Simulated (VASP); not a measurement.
An input for Quantum ESPRESSO's pw.x (written as the equivalent of a VASP run, and not itself run):

```
&CONTROL
  calculation = 'scf'
  pseudo_dir = './pseudo'
  outdir = './out'
  tprnfor = .true.
  tstress = .true.
/
&SYSTEM
  ibrav = 0
  nat = 6
  ntyp = 2
  ecutwfc = 84
  occupations = 'tetrahedra'
  input_dft = 'pbe'
/
&ELECTRONS
  conv_thr = 7.3e-09
  electron_maxstep = 100
/
ATOMIC_SPECIES
  Mg 24.305 Mg.upf
  F 18.998 F.upf
CELL_PARAMETERS angstrom
     4.6799509    0.0000000    0.0000000
     0.0000000    4.6799509    0.0000000
     0.0000000    0.0000000    3.0870155
ATOMIC_POSITIONS crystal
  Mg   1.0000000  0.0000000  1.0000000
  Mg   0.5000000  0.5000000  0.5000000
  F    0.3031236  0.3031236  1.0000000
  F    0.8031236  0.1968764  0.5000000
  F    0.1968764  0.8031236  0.5000000
  F    0.6968764  0.6968764  0.0000000
K_POINTS automatic
  5 5 8 0 0 0
```

Problem. Translate this input to VASP (INCAR, KPOINTS, POSCAR, choice of POTCAR).

Solution. One answer among several that fit: 
### INCAR
```
SYSTEM = MgF2
PREC = Accurate
ENCUT = 520
EDIFF = 1E-7
NELM = 100
ALGO = Normal
LREAL = .FALSE.
LASPH = .TRUE.
ISMEAR = -5
GGA = PE
LWAVE = .FALSE.
LCHARG = .TRUE.
LORBIT = 11
NEDOS = 601
ISIF = 2
LEFG = .TRUE.
```

**KPOINTS**
```
Automatic mesh
0
Gamma
5 5 8
0 0 0
```

File POSCAR:
```
MgF2
4.6799510
  0.9999999860   0.0000000000   0.0000000000
  0.0000000000   0.9999999860   0.0000000000
  0.0000000000   0.0000000000   0.6596256004
Mg F
2 4
Direct
  1.0000000000   0.0000000000   1.0000000000
  0.5000000000   0.5000000000   0.5000000000
  0.3031236327   0.3031236327   1.0000000000
  0.8031236327   0.1968763673   0.5000000000
  0.1968763673   0.8031236327   0.5000000000
  0.6968763673   0.6968763673   0.0000000000
```

POTCAR, in this order: Mg F (PBE.64 set). Program: vasp_std.

What does not carry over: the potentials are each code's own (VASP's PAW set, PseudoDojo norm-conserving files in pw.x), so ENCUT and ecutwfc are chosen apart and not converted; conv_thr bounds pw.x's estimated SCF error, while EDIFF bounds the energy change between steps; the field gradients of LEFG aren't asked of the other code.

The compound is MgF2 in the rutile structure. It was relaxed first.
